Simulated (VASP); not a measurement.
# Zr2Ir with PBEsol: from relaxation to properties, part 4 of 5

What structure and properties does PBEsol give Zr2Ir, and how near are they to the measured ones? The start is a computed cell from the Materials Project.

VASP 6.6.1; PBEsol; plane waves and PAW (Zr_sv, Ir).

So far. Step 5 (Band structure (PBEsol)): There is no gap at this level. Step 6 (Total and projected DOS (PBEsol)): The finer mesh and the other smearing move the Fermi level by +0.03 eV from the 5×5×5 run, a small shift, which tests the Fermi level alone. Of the states within 0.3 eV of the Fermi level, the largest shares in the PAW spheres are Zr d 44 %, Ir d 12 % and Ir p 6 %. The rest lies in smaller channels or between the spheres. The relaxed cell has a = 6.460, c = 5.667 Å (conventional setting).

### 7. Vibrations at Γ (PBEsol)

Zone-centre modes test whether the atoms sit at a minimum within this cell. IBRION = 8 takes the force constants from linear response, which needs tightly converged orbitals.

Input file INCAR:

```
SYSTEM = Zr2Ir
PREC = Accurate
ENCUT = 400
EDIFF = 1E-08
NELM = 100
ISMEAR = 1
SIGMA = 0.2
LREAL = .FALSE.
ALGO = Normal
GGA = PS
NBANDS = 40
LASPH = .TRUE.
LORBIT = 11
LWAVE = .FALSE.
LCHARG = .FALSE.
KPAR = 4
IBRION = 8
ISIF = 2
```

Input file POSCAR:

```
Zr2Ir
1.0
   -3.2299631517      3.2299631517      2.8333334384
    3.2299631517     -3.2299631517      2.8333334384
    3.2299631517      3.2299631517     -2.8333334384
Zr Ir
4 2
Direct
    0.6702729772      0.1702729772      0.8405459545
    0.3297270228      0.8297270228      0.1594540455
    0.8297270228      0.6702729772      0.5000000000
    0.1702729772      0.3297270228      0.5000000000
    0.7500000000      0.7500000000      0.0000000000
    0.2500000000      0.2500000000      0.0000000000
```

Input file KPOINTS:

```
Automatic mesh
0
Gamma
7 7 7
0 0 0
```

PAW data sets: Zr_sv and Ir (PBE family, release 64).

Run with:

```bash
> mpirun -np 4 vasp_std
```

The log of the run:

```text
[... set-up lines as in an earlier step ...]
 entering main loop
       N       E                     dE             d eps       ncg     rms          rms(c)
DAV:   1     0.647862762679E+03    0.64786E+03   -0.28952E+04  3200   0.136E+03
DAV:   2     0.173345838873E+01   -0.64613E+03   -0.62453E+03  3328   0.465E+02
DAV:   3    -0.574024930327E+02   -0.59136E+02   -0.56689E+02  5344   0.110E+02
DAV:   4    -0.626650816593E+02   -0.52626E+01   -0.52219E+01  4848   0.296E+01
DAV:   5    -0.629915378175E+02   -0.32646E+00   -0.32626E+00  5088   0.722E+00    0.295E+01
DAV:   6    -0.605387232787E+02    0.24528E+01   -0.34981E+00  3608   0.114E+01    0.118E+01
DAV:   7    -0.600214725258E+02    0.51725E+00   -0.24503E+00  4952   0.952E+00    0.215E+00
DAV:   8    -0.600244238902E+02   -0.29514E-02   -0.20585E-01  4632   0.216E+00    0.154E+00
DAV:   9    -0.600235173134E+02    0.90658E-03   -0.10629E-01  4768   0.220E+00    0.469E-01
DAV:  10    -0.600197658432E+02    0.37515E-02   -0.16593E-02  4432   0.827E-01    0.521E-02
DAV:  11    -0.600197942705E+02   -0.28427E-04   -0.82095E-04  4384   0.129E-01    0.333E-02
DAV:  12    -0.600197929058E+02    0.13647E-05   -0.96375E-05  4536   0.533E-02    0.145E-02
DAV:  13    -0.600197913903E+02    0.15155E-05   -0.93123E-06  4472   0.200E-02    0.288E-03
DAV:  14    -0.600197906807E+02    0.70954E-06   -0.65428E-07  5248   0.401E-03    0.124E-03
DAV:  15    -0.600197907017E+02   -0.20979E-07   -0.49522E-08  3624   0.141E-03    0.428E-04
DAV:  16    -0.600197906616E+02    0.40131E-07   -0.92850E-09  2552   0.685E-04    0.178E-04
DAV:  17    -0.600197906524E+02    0.92159E-08   -0.45111E-09  2448   0.395E-04
   1 F= -.60019791E+02 E0= -.60018371E+02  d E =-.425893E-02
 Linear response reoptimize wavefunctions to high precision
DAV:   1    -0.600197906385E+02    0.13885E-07   -0.22077E-09  2464   0.314E-04
DAV:   2    -0.600197906387E+02   -0.17189E-09   -0.11117E-09  2376   0.190E-04
DAV:   3    -0.600197906387E+02   -0.38199E-10   -0.63329E-10  2416   0.160E-04
 Linear response DOF=           4
 Linear response progress:
  Degree of freedom:   1/  4
       N       E                     dE             d eps       ncg     rms          rms(c)
RMM:   1    -0.758831929615E+00   -0.75883E+00    0.31808E+00  8356   0.108E+01
RMM:   2    -0.697216195760E+00    0.61616E-01   -0.31526E-01 13725   0.239E+00    0.230E-01
RMM:   3    -0.700028942256E+00   -0.28127E-02   -0.53928E-02 17441   0.802E-01    0.921E-02
RMM:   4    -0.701706958711E+00   -0.16780E-02   -0.51280E-03 19738   0.256E-01    0.559E-02
RMM:   5    -0.702189268433E+00   -0.48231E-03   -0.17052E-03 20691   0.133E-01    0.315E-02
RMM:   6    -0.702295026738E+00   -0.10576E-03   -0.31681E-04 20612   0.590E-02    0.165E-02
RMM:   7    -0.702182315643E+00    0.11271E-03   -0.15448E-04 21261   0.344E-02    0.106E-02
RMM:   8    -0.702151333415E+00    0.30982E-04   -0.72075E-05 20874   0.190E-02    0.194E-03
RMM:   9    -0.702145141824E+00    0.61916E-05   -0.50157E-05 22074   0.118E-02    0.992E-04
RMM:  10    -0.702142102675E+00    0.30391E-05   -0.38666E-05 21556   0.710E-03    0.550E-04
RMM:  11    -0.702145154190E+00   -0.30515E-05   -0.27796E-05 21704   0.518E-03    0.248E-04
RMM:  12    -0.702150364743E+00   -0.52106E-05   -0.21989E-05 21130   0.389E-03    0.187E-04
RMM:  13    -0.702153443484E+00   -0.30787E-05   -0.14901E-05 21442   0.308E-03    0.143E-04
RMM:  14    -0.702154798874E+00   -0.13554E-05   -0.11815E-05 21800   0.250E-03    0.167E-04
RMM:  15    -0.702151658796E+00    0.31401E-05   -0.90419E-06 19072   0.212E-03    0.304E-04
RMM:  16    -0.702159954101E+00   -0.82953E-05   -0.67232E-06 17759   0.199E-03    0.887E-05
RMM:  17    -0.702161153680E+00   -0.11996E-05   -0.49262E-06 20266   0.153E-03    0.693E-05
RMM:  18    -0.702162605824E+00   -0.14521E-05   -0.39335E-06 20641   0.130E-03    0.403E-05
RMM:  19    -0.702164042446E+00   -0.14366E-05   -0.28774E-06 20617   0.113E-03    0.262E-05
RMM:  20    -0.702163980436E+00    0.62010E-07   -0.23827E-06 21377   0.975E-04    0.262E-05
RMM:  21    -0.702164328788E+00   -0.34835E-06   -0.18447E-06 21247   0.865E-04    0.210E-05
RMM:  22    -0.702164676063E+00   -0.34727E-06   -0.12212E-06 21387   0.776E-04    0.199E-05
RMM:  23    -0.702164642098E+00    0.33965E-07   -0.10252E-06 21530   0.698E-04    0.318E-05
RMM:  24    -0.702165239688E+00   -0.59759E-06   -0.82482E-07 19676   0.646E-04    0.211E-05
RMM:  25    -0.702165225463E+00    0.14225E-07   -0.54579E-07 21440   0.583E-04    0.275E-05
RMM:  26    -0.702165460100E+00   -0.23464E-06   -0.37286E-07 20996   0.541E-04    0.239E-05
RMM:  27    -0.702165484615E+00   -0.24516E-07   -0.23089E-07 21880   0.499E-04    0.295E-05
RMM:  28    -0.702165487393E+00   -0.27778E-08   -0.15966E-07 21487   0.466E-04    0.338E-05
RMM:  29    -0.702165600247E+00   -0.11285E-06   -0.88493E-08 20891   0.439E-04    0.345E-05
RMM:  30    -0.702165609227E+00   -0.89796E-08   -0.13070E-07 21608   0.414E-04    0.379E-05
RMM:  31    -0.702165615868E+00   -0.66414E-08   -0.72827E-09 21232   0.392E-04    0.416E-05
 first order change of Fermi-energy   0.25055E+00
 force on displaced ion       1 direction 1 :  -6.435   1.610   0.000
 Linear response progress:
  Degree of freedom:   2/  4
       N       E                     dE             d eps       ncg     rms          rms(c)
RMM:   1    -0.758788004398E+00   -0.75879E+00    0.31845E+00  8742   0.106E+01
RMM:   2    -0.699557895110E+00    0.59230E-01   -0.30541E-01 13366   0.223E+00    0.228E-01
RMM:   3    -0.702820047455E+00   -0.32622E-02   -0.54080E-02 17039   0.744E-01    0.793E-02
RMM:   4    -0.704693581283E+00   -0.18735E-02   -0.47556E-03 18985   0.242E-01    0.432E-02
RMM:   5    -0.705296108420E+00   -0.60253E-03   -0.17135E-03 19278   0.130E-01    0.213E-02
RMM:   6    -0.705246312333E+00    0.49796E-04   -0.26113E-04 19876   0.531E-02    0.162E-02
RMM:   7    -0.705180791284E+00    0.65521E-04   -0.12126E-04 20619   0.308E-02    0.401E-03
RMM:   8    -0.705140865260E+00    0.39926E-04   -0.43524E-05 20739   0.144E-02    0.114E-03
RMM:   9    -0.705133205280E+00    0.76600E-05   -0.42880E-05 21579   0.877E-03    0.102E-03
RMM:  10    -0.705125887868E+00    0.73174E-05   -0.32648E-05 20941   0.521E-03    0.287E-04
RMM:  11    -0.705130981686E+00   -0.50938E-05   -0.26466E-05 21368   0.366E-03    0.126E-04
RMM:  12    -0.705134156430E+00   -0.31747E-05   -0.19222E-05 21344   0.258E-03    0.111E-04
RMM:  13    -0.705136315769E+00   -0.21593E-05   -0.14490E-05 20919   0.198E-03    0.846E-05
RMM:  14    -0.705140905967E+00   -0.45902E-05   -0.10567E-05 19249   0.165E-03    0.535E-05
RMM:  15    -0.705139125230E+00    0.17807E-05   -0.81824E-06 20285   0.130E-03    0.481E-05
RMM:  16    -0.705140423123E+00   -0.12979E-05   -0.65095E-06 20918   0.107E-03    0.220E-05
RMM:  17    -0.705141043307E+00   -0.62018E-06   -0.51798E-06 21324   0.894E-04    0.204E-05
RMM:  18    -0.705141342638E+00   -0.29933E-06   -0.42649E-06 21375   0.759E-04    0.218E-05
RMM:  19    -0.705141166837E+00    0.17580E-06   -0.34389E-06 21054   0.660E-04    0.404E-05
RMM:  20    -0.705141404127E+00   -0.23729E-06   -0.28746E-06 21085   0.584E-04    0.412E-05
RMM:  21    -0.705141970248E+00   -0.56612E-06   -0.23958E-06 20006   0.531E-04    0.307E-05
RMM:  22    -0.705142157731E+00   -0.18748E-06   -0.20388E-06 21275   0.476E-04    0.302E-05
RMM:  23    -0.705142193592E+00   -0.35860E-07   -0.17375E-06 21594   0.433E-04    0.346E-05
RMM:  24    -0.705142153619E+00    0.39973E-07   -0.15109E-06 21146   0.401E-04    0.401E-05
RMM:  25    -0.705142475692E+00   -0.32207E-06   -0.13053E-06 19450   0.380E-04    0.328E-05
RMM:  26    -0.705142519794E+00   -0.44102E-07   -0.11298E-06 21220   0.353E-04    0.338E-05
 first order change of Fermi-energy  -0.27363E-04
 force on displaced ion       1 direction 3 :   0.008   0.008  -7.233
 Linear response progress:
  Degree of freedom:   3/  4
       N       E                     dE             d eps       ncg     rms          rms(c)
RMM:   1    -0.204255231038E+00   -0.20426E+00   -0.16366E-01 15504   0.182E+00
RMM:   2    -0.202389305617E+00    0.18659E-02   -0.17391E-02 13319   0.479E-01    0.178E-01
RMM:   3    -0.202359213725E+00    0.30092E-04   -0.19942E-03 14635   0.140E-01    0.103E-01
RMM:   4    -0.202727544634E+00   -0.36833E-03   -0.77858E-04 16090   0.102E-01    0.190E-02
RMM:   5    -0.202821074099E+00   -0.93529E-04   -0.23046E-04 18479   0.386E-02    0.105E-02
RMM:   6    -0.202836948052E+00   -0.15874E-04   -0.39598E-05 19416   0.182E-02    0.473E-03
RMM:   7    -0.202839510356E+00   -0.25623E-05   -0.12684E-05 20970   0.956E-03    0.277E-03
RMM:   8    -0.202836126310E+00    0.33840E-05   -0.45955E-06 21153   0.538E-03    0.156E-03
RMM:   9    -0.202829790163E+00    0.63361E-05   -0.23898E-06 20992   0.315E-03    0.380E-04
RMM:  10    -0.202830600971E+00   -0.81081E-06   -0.19550E-06 21821   0.186E-03    0.274E-04
RMM:  11    -0.202830406604E+00    0.19437E-06   -0.73229E-07 21407   0.108E-03    0.139E-04
RMM:  12    -0.202830391272E+00    0.15332E-07   -0.51549E-07 21950   0.697E-04    0.608E-05
RMM:  13    -0.202830623930E+00   -0.23266E-06   -0.25751E-07 21288   0.459E-04    0.608E-05
RMM:  14    -0.202830741242E+00   -0.11731E-06   -0.23389E-07 21967   0.335E-04    0.254E-05
RMM:  15    -0.202830803221E+00   -0.61979E-07   -0.75136E-08 21587   0.254E-04    0.174E-05
RMM:  16    -0.202830814338E+00   -0.11117E-07   -0.73022E-08 21591   0.207E-04    0.605E-06
RMM:  17    -0.202830822488E+00   -0.81492E-08   -0.28856E-08 21924   0.178E-04    0.890E-06
 first order change of Fermi-energy  -0.69035E-04
 force on displaced ion       5 direction 1 :  -5.448   0.000   0.000
 Linear response progress:
  Degree of freedom:   4/  4
       N       E                     dE             d eps       ncg     rms          rms(c)
RMM:   1    -0.203715434943E+00   -0.20372E+00   -0.17333E-01  7973   0.180E+00
RMM:   2    -0.199412562005E+00    0.43029E-02   -0.15296E-02  6459   0.475E-01    0.137E-01
RMM:   3    -0.199546393307E+00   -0.13383E-03   -0.26811E-03  7735   0.146E-01    0.851E-02
RMM:   4    -0.199830943514E+00   -0.28455E-03   -0.67413E-04  8198   0.938E-02    0.129E-02
RMM:   5    -0.199869263501E+00   -0.38320E-04   -0.14525E-04  9659   0.316E-02    0.835E-03
RMM:   6    -0.199877752311E+00   -0.84888E-05   -0.25959E-05 10229   0.145E-02    0.579E-03
RMM:   7    -0.199878475016E+00   -0.72271E-06   -0.64615E-06  9735   0.907E-03    0.165E-03
RMM:   8    -0.199869608855E+00    0.88662E-05   -0.34109E-06 10901   0.449E-03    0.894E-04
RMM:   9    -0.199867510261E+00    0.20986E-05   -0.23775E-06 10787   0.217E-03    0.351E-04
RMM:  10    -0.199865607496E+00    0.19028E-05   -0.22388E-07 11188   0.118E-03    0.187E-04
RMM:  11    -0.199866154972E+00   -0.54748E-06   -0.83370E-07 10999   0.663E-04    0.991E-05
RMM:  12    -0.199866875496E+00   -0.72052E-06    0.15803E-08 11206   0.405E-04    0.312E-05
RMM:  13    -0.199866934596E+00   -0.59100E-07   -0.21589E-07 11123   0.262E-04    0.196E-05
RMM:  14    -0.199867006356E+00   -0.71761E-07   -0.41624E-08 11269   0.195E-04    0.109E-05
RMM:  15    -0.199867016703E+00   -0.10347E-07   -0.99924E-08 11232   0.159E-04    0.500E-06
RMM:  16    -0.199867020598E+00   -0.38949E-08   -0.69659E-08 11337   0.141E-04    0.456E-06
 first order change of Fermi-energy   0.10131E-03
 force on displaced ion       5 direction 3 :  -0.000  -0.000 -12.821
 Linear response finished
```

Wall time 22 min (4 MPI ranks of AMD EPYC 7R43, shared host); peak memory 2.7 GiB.

Parts of OUTCAR (step 7):

```text
   k-points           NKPTS =     40   k-points in BZ     NKDIM =     40   number of bands    NBANDS=     40

   NELECT =      66.0000    total number of electrons

  Total       -0.0649455     -0.0649455     -0.0017322      0.0000000      0.0000000      0.0000000
  in kB       -0.8800489     -0.8800489     -0.0234725      0.0000000      0.0000000      0.0000000
  external PRESSURE =      -0.5945234 kB  Pullay stress =       0.0000000 kB

 POSITION                                       TOTAL-FORCE (eV/Angst)
 -----------------------------------------------------------------------------------
      1.09995      4.32991     -0.00000        -0.020459     -0.020459      0.000000
      2.13001     -1.09995      2.83333         0.020459      0.020459     -0.000000
      1.09995      2.13001      2.83333        -0.020459      0.020459      0.000000
      2.13001      1.09995      0.00000         0.020459     -0.020459      0.000000
      0.00000      0.00000      4.25000         0.000000     -0.000000      0.000000
      0.00000      0.00000      1.41667         0.000000     -0.000000      0.000000
 -----------------------------------------------------------------------------------
    total drift:                                0.000000      0.000000     -0.000000

 Eigenvectors and eigenvalues of the dynamical matrix
 ----------------------------------------------------

   1 f  =    6.342567 THz    39.851522 2PiTHz  211.565253 cm-1    26.230737 meV
             X         Y         Z           dx          dy          dz
      1.099951  4.329914 -0.000000    -0.256773    0.256773    0.000000
      2.130012 -1.099951  2.833333     0.256773   -0.256773    0.000000
      1.099951  2.130012  2.833333     0.256773    0.256773   -0.000000
      2.130012  1.099951  0.000000    -0.256773   -0.256773    0.000000
      0.000000  0.000000  4.250000    -0.000000   -0.000000    0.486077
      0.000000  0.000000  1.416667     0.000000    0.000000   -0.486077

   2 f  =    5.404896 THz    33.959964 2PiTHz  180.287930 cm-1    22.352844 meV
             X         Y         Z           dx          dy          dz
      1.099951  4.329914 -0.000000     0.000000    0.000000    0.558354
      2.130012 -1.099951  2.833333    -0.000000   -0.000000   -0.558354
      1.099951  2.130012  2.833333    -0.000000   -0.000000   -0.408413
      2.130012  1.099951  0.000000    -0.000000   -0.000000    0.408413
      0.000000  0.000000  4.250000    -0.144692    0.022441    0.000000
      0.000000  0.000000  1.416667     0.144692   -0.022441   -0.000000

   3 f  =    5.404896 THz    33.959964 2PiTHz  180.287930 cm-1    22.352844 meV
             X         Y         Z           dx          dy          dz
      1.099951  4.329914 -0.000000    -0.000000    0.000000    0.408413
      2.130012 -1.099951  2.833333    -0.000000    0.000000   -0.408413
      1.099951  2.130012  2.833333    -0.000000   -0.000000    0.558354
      2.130012  1.099951  0.000000    -0.000000   -0.000000   -0.558354
      0.000000  0.000000  4.250000     0.022441    0.144692    0.000000
      0.000000  0.000000  1.416667    -0.022441   -0.144692   -0.000000

   4 f  =    5.257713 THz    33.035183 2PiTHz  175.378419 cm-1    21.744143 meV
             X         Y         Z           dx          dy          dz
      1.099951  4.329914 -0.000000    -0.322702    0.447422   -0.000000
      2.130012 -1.099951  2.833333    -0.322702    0.447422    0.000000
      1.099951  2.130012  2.833333    -0.080979   -0.320324   -0.000000
      2.130012  1.099951  0.000000    -0.080979   -0.320324    0.000000
      0.000000  0.000000  4.250000     0.280552   -0.088331    0.000000
      0.000000  0.000000  1.416667     0.280552   -0.088331   -0.000000

   5 f  =    5.257713 THz    33.035183 2PiTHz  175.378419 cm-1    21.744143 meV
             X         Y         Z           dx          dy          dz
      1.099951  4.329914 -0.000000    -0.320324    0.080979    0.000000
      2.130012 -1.099951  2.833333    -0.320324    0.080979   -0.000000
[...]
2.130012 -1.099951  2.833333    -0.353553   -0.353553   -0.000000
      1.099951  2.130012  2.833333    -0.353553    0.353553    0.000000
      2.130012  1.099951  0.000000     0.353553   -0.353553    0.000000
      0.000000  0.000000  4.250000    -0.000000   -0.000000   -0.000000
      0.000000  0.000000  1.416667     0.000000    0.000000    0.000000

   8 f  =    4.029146 THz    25.315869 2PiTHz  134.397831 cm-1    16.663200 meV
             X         Y         Z           dx          dy          dz
      1.099951  4.329914 -0.000000    -0.243038    0.243038    0.000000
      2.130012 -1.099951  2.833333     0.243038   -0.243038    0.000000
      1.099951  2.130012  2.833333     0.243038    0.243038   -0.000000
      2.130012  1.099951  0.000000    -0.243038   -0.243038   -0.000000
      0.000000  0.000000  4.250000    -0.000000   -0.000000   -0.513546
      0.000000  0.000000  1.416667     0.000000    0.000000    0.513546

   9 f  =    3.974415 THz    24.971986 2PiTHz  132.572217 cm-1    16.436853 meV
             X         Y         Z           dx          dy          dz
      1.099951  4.329914 -0.000000     0.000000   -0.000000   -0.500000
      2.130012 -1.099951  2.833333    -0.000000    0.000000   -0.500000
      1.099951  2.130012  2.833333     0.000000    0.000000    0.500000
      2.130012  1.099951  0.000000    -0.000000   -0.000000    0.500000
      0.000000  0.000000  4.250000     0.000000   -0.000000   -0.000000
      0.000000  0.000000  1.416667    -0.000000   -0.000000    0.000000

  10 f  =    3.953402 THz    24.839960 2PiTHz  131.871311 cm-1    16.349951 meV
             X         Y         Z           dx          dy          dz
      1.099951  4.329914 -0.000000     0.353553   -0.353553    0.000000
      2.130012 -1.099951  2.833333    -0.353553    0.353553    0.000000
      1.099951  2.130012  2.833333     0.353553    0.353553   -0.000000
      2.130012  1.099951  0.000000    -0.353553   -0.353553   -0.000000
      0.000000  0.000000  4.250000     0.000000   -0.000000   -0.000000
      0.000000  0.000000  1.416667    -0.000000    0.000000    0.000000

  11 f  =    3.215437 THz    20.203186 2PiTHz  107.255431 cm-1    13.297973 meV
             X         Y         Z           dx          dy          dz
      1.099951  4.329914 -0.000000    -0.000000   -0.000000   -0.358305
      2.130012 -1.099951  2.833333    -0.000000   -0.000000   -0.358305
      1.099951  2.130012  2.833333    -0.000000   -0.000000   -0.358305
      2.130012  1.099951  0.000000     0.000000    0.000000   -0.358305
      0.000000  0.000000  4.250000     0.000000    0.000000    0.493189
      0.000000  0.000000  1.416667     0.000000    0.000000    0.493189

  12 f  =    2.774681 THz    17.433836 2PiTHz   92.553400 cm-1    11.475154 meV
             X         Y         Z           dx          dy          dz
      1.099951  4.329914 -0.000000     0.241542    0.233263    0.000000
      2.130012 -1.099951  2.833333     0.241542    0.233263    0.000000
      1.099951  2.130012  2.833333    -0.342725    0.336942   -0.000000
      2.130012  1.099951  0.000000    -0.342725    0.336942   -0.000000
      0.000000  0.000000  4.250000     0.069066   -0.389212   -0.000000
      0.000000  0.000000  1.416667     0.069066   -0.389212    0.000000

  13 f  =    2.774681 THz    17.433836 2PiTHz   92.553400 cm-1    11.475154 meV
             X         Y         Z           dx          dy          dz
      1.099951  4.329914 -0.000000    -0.336942   -0.342725    0.000000
      2.130012 -1.099951  2.833333    -0.336942   -0.342725    0.000000
      1.099951  2.130012  2.833333    -0.233263    0.241542   -0.000000
      2.130012  1.099951  0.000000    -0.233263    0.241542    0.000000
      0.000000  0.000000  4.250000     0.389212    0.069066   -0.000000
      0.000000  0.000000  1.416667     0.389212    0.069066   -0.000000
    [... 43 further lines ...]
      0.000000  0.000000  4.250000     0.498641    0.092684   -0.000000
      0.000000  0.000000  1.416667     0.498641    0.092684   -0.000000

 ELASTIC MODULI CONTR FROM IONIC RELAXATION (kBar)
 Direction    XX          YY          ZZ          XY          YZ          ZX
 --------------------------------------------------------------------------------
 XX        -124.9364    -84.0157   -255.4537      0.0000     -0.0000      0.0000
 YY         -84.0157   -124.9364   -255.4537     -0.0000      0.0000      0.0000
 ZZ        -255.4537   -255.4537   -624.6083      0.0000     -0.0000      0.0000
 XY           0.0000      0.0000     -0.0000   -155.4837     -0.0000     -0.0000
 YZ          -0.0000      0.0000     -0.0000     -0.0000    -85.6048     -0.0000
 ZX           0.0000      0.0000      0.0000     -0.0000     -0.0000    -77.5958
 --------------------------------------------------------------------------------

[... 7 parts as in an earlier step ...]

[... 3 further parts left out ...]
```

Energies printed during the response cycles are not total energies of the cell.

Numbers from this step:

- bands: 40
- irreducible k points: 40
- pressure of the cell: -0.05945 GPa
- largest force of the cell: 0.02893 eV/Å
- Fermi energy: 9.250 eV

[end of part 4 of 5]

[Lines on the potential files, build, host, timing and source positions are cut from VASP's logs without a mark.]

[Logs are printed without paths, hosts, clocks, repeated set-up lines and the standing remarks that a program may print on its own settings, such as how far it seeks lower states.]

[Hosts, paths, dates, database ids (printed as entryN), source tags and the programs' standing remarks are cut or masked in the printed files.]

[A measured line is paired with the nearest computed mode of its activity, which favours agreement.]
